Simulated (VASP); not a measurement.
An input for Quantum ESPRESSO's pw.x (written as the equivalent of a VASP run, and not itself run):

```
&CONTROL
  calculation = 'scf'
  pseudo_dir = './pseudo'
  outdir = './out'
  tprnfor = .true.
  tstress = .true.
/
&SYSTEM
  ibrav = 0
  nat = 2
  ntyp = 2
  ecutwfc = 96
  occupations = 'smearing'
  smearing = 'methfessel-paxton'
  degauss = 0.00735
  input_dft = 'pbe'
/
&ELECTRONS
  conv_thr = 7.3e-08
  electron_maxstep = 100
/
ATOMIC_SPECIES
  Ti 47.867 Ti.upf
  Co 58.933 Co.upf
CELL_PARAMETERS angstrom
     2.9900000    0.0000000    0.0000000
     0.0000000    2.9900000    0.0000000
     0.0000000    0.0000000    2.9900000
ATOMIC_POSITIONS crystal
  Ti   0.0000000  0.0000000  0.0000000
  Co   0.5000000  0.5000000  0.5000000
K_POINTS automatic
  11 11 11 0 0 0
```

Problem. Translate this input to VASP (INCAR, KPOINTS, POSCAR, choice of POTCAR).

Solution. One answer among several that fit: 
KPOINTS:
```
Automatic mesh
0
Gamma
11 11 11
0 0 0
```

### POSCAR
```
TiCo
1
    2.9900000000     0.0000000000     0.0000000000
    0.0000000000     2.9900000000     0.0000000000
    0.0000000000     0.0000000000     2.9900000000
Ti Co
1 1
Direct
  0.0000000000   0.0000000000   0.0000000000
  0.5000000000   0.5000000000   0.5000000000
```

**INCAR**
```
# general
SYSTEM =TiCo
PREC   =Accurate
ENCUT  =400
LREAL  =.FALSE.
LASPH  =.TRUE.

# electronic loop
EDIFF  =1E-6
NELM   =100
ALGO   =Normal
LMAXMIX=4

# smearing
ISMEAR =1
SIGMA  =0.1

# functional
GGA    =PE

# ions
ISIF   =2

# output
LWAVE  =.FALSE.
LCHARG =.FALSE.
```

POTCAR, in this order: Ti_sv Co (PBE.64 set). Program: vasp_std.

Limits of the translation: the potentials are each code's own (VASP's PAW set, PseudoDojo norm-conserving files in pw.x), so ENCUT and ecutwfc are chosen apart and not converted; conv_thr bounds pw.x's estimated SCF error, while EDIFF bounds the energy change between steps.

The compound is TiCo in the CsCl type structure. The cell was not relaxed at this level.
